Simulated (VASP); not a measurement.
Crystal: Mo.

```xyz
1
Lattice="-1.5734 1.5734 1.5734 1.5734 -1.5734 1.5734 1.5734 1.5734 -1.5734" Properties=species:S:1:pos:R:3 pbc="T T T"
Mo    0.0000    0.0000    0.0000
```

```yaml
Program: VASP 6.6.1
Task: relaxation of cell and atoms
Functional: PBEsol
Potentials_or_basis: VASP PAW PBE potentials, release 64 (Mo_sv)
Cutoff: 600 eV
k_mesh: 20 × 20 × 20
Occupations: methfessel-paxton, width 0.1 eV
Spin: no spin polarisation
```

At the start: pressure -3.9 GPa; volume 15.58 Å³/atom.

**Question.** Where does the relaxation end?

**Answer.** Over 3 steps the energy falls by 2.7 meV/atom and the volume is 15.36 Å³/atom (-1.4 %); space group Im-3m (No. 229, to 0.05 Å).

Step by step:
| step | energy change (eV) | largest force (eV/Å) | pressure (GPa) | volume (Å³) |
| --- | --- | --- | --- | --- |
| 1 | 0.0000 | 0.0000 | -3.91 | 15.58 |
| 2 | 0.0208 | 0.0000 | 12.63 | 14.74 |
| 3 | -0.0027 | 0.0000 | -0.04 | 15.36 |

Final structure:
```cif
data_structure
_symmetry_space_group_name_H-M 'P 1'
_symmetry_Int_Tables_number 1
_cell_length_a 2.7124
_cell_length_b 2.7124
_cell_length_c 2.7124
_cell_angle_alpha 109.471
_cell_angle_beta 109.471
_cell_angle_gamma 109.471
_cell_volume 15.36
loop_
_atom_site_label
_atom_site_type_symbol
_atom_site_fract_x
_atom_site_fract_y
_atom_site_fract_z
_atom_site_occupancy
Mo1 Mo 0.00000 0.00000 0.00000 1
```

Caveat: the PAW data sets were made with another functional, which shifts forces and pressure a little.
